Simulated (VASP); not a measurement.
These are PBE GGA, VASP's PBE PAW potentials (set 64) (plane waves; VASP) values and carry that method's errors.

Input for VASP

File KPOINTS:
```
Automatic mesh
0
Gamma
6 6 6
0 0 0
```

**POSCAR**
```
Bi
4.0825030
  1.0000000000  -0.5461110500   0.0000000000
  1.0000000000   0.5461110500   0.0000000000
  0.7017628646   0.0000000000   0.8976449007
Bi
2
Cartesian
  0.6322125103  -0.0000000000   0.2100489068
  2.0695503543   0.0000000000   0.6875959939
```

### INCAR
```
SYSTEM  =  Bi
PREC  =  Accurate; ENCUT  =  300; LREAL  =  .FALSE.
LASPH  =  .TRUE.
EDIFF  =  1E-6; NELM  =  100; ALGO  =  Normal
LMAXMIX  =  4
ISMEAR  =  -1; SIGMA  =  0.1
GGA  =  PE
ISIF  =  2
LWAVE  =  .FALSE.; LCHARG  =  .FALSE.
```

POTCAR, in this order: Bi_d (PBE.64 set). Program: vasp_std.

Output

**OSZICAR**
```
       N       E                     dE             d eps       ncg     rms          rms(c)
DAV:   1     0.252463101389E+03    0.25246E+03   -0.12827E+04  1224   0.137E+03
DAV:   2     0.116519937151E+02   -0.24081E+03   -0.23725E+03  1255   0.393E+02
DAV:   3    -0.715012719375E+01   -0.18802E+02   -0.18546E+02  1407   0.135E+02
DAV:   4    -0.768295957756E+01   -0.53283E+00   -0.53193E+00  1361   0.248E+01
DAV:   5    -0.770848495148E+01   -0.25525E-01   -0.25524E-01  1706   0.451E+00    0.109E+00
DAV:   6    -0.770463163918E+01    0.38533E-02   -0.13735E-02  1428   0.121E+00    0.664E-01
DAV:   7    -0.770302567180E+01    0.16060E-02   -0.97883E-03  1309   0.109E+00    0.894E-02
DAV:   8    -0.770322588840E+01   -0.20022E-03   -0.10640E-03  1396   0.318E-01    0.296E-02
DAV:   9    -0.770325472489E+01   -0.28836E-04   -0.69285E-05  1590   0.762E-02    0.105E-02
DAV:  10    -0.770325266202E+01    0.20629E-05   -0.77812E-06  1057   0.277E-02    0.179E-03
DAV:  11    -0.770325290378E+01   -0.24176E-06   -0.83068E-07   831   0.792E-03
   1 F= -.77032529E+01 E0= -.76984920E+01  d E =-.952190E-02
```

OUTCAR:
```
------------------------ aborting loop because EDIFF is reached ----------------------------------------
  FORCE on cell =-STRESS in cart. coord.  units (eV):
  Direction    XX          YY          ZZ          XY          YZ          ZX
  --------------------------------------------------------------------------------------
  Total        1.8461879      1.9764415      1.9620633      0.0000000      0.0000000     -0.0432757
  in kB       44.3395639     47.4678420     47.1225237      0.0000000      0.0000000     -1.0393445
  external PRESSURE =      46.3099765 kB  Pullay stress =       0.0000000 kB
  volume of cell :       66.71
      direct lattice vectors                 reciprocal lattice vectors
     4.082503000 -2.229500000  0.000000000     0.122473884 -0.224265530 -0.095747911
     4.082503000  2.229500000  0.000000000     0.122473884  0.224265530 -0.095747911
     2.864949000  0.000000000  3.664638000     0.000000000  0.000000000  0.272878249
 POSITION                                       TOTAL-FORCE (eV/Angst)
 -----------------------------------------------------------------------------------
      2.58101      0.00000      0.85753         0.346614      0.000000      0.115160
      8.44895      0.00000      2.80711        -0.346614      0.000000     -0.115160
 -----------------------------------------------------------------------------------
    total drift:                               -0.000000      0.000000     -0.000000
  FREE ENERGIE OF THE ION-ELECTRON SYSTEM (eV)
  ---------------------------------------------------
  free  energy   TOTEN  =        -7.7032529038 eV

  energy  without entropy=       -7.6937310076  energy(sigma->0) =       -7.69849196
```
(Selected blocks of OUTCAR.)

At this cut-off the stress carries a Pulay error, which pulls relaxed volumes low.

The structure is a typed Bi crystal (R-3m). The cell was not relaxed at this level, and its volume differs by -5.9 % from the start's.
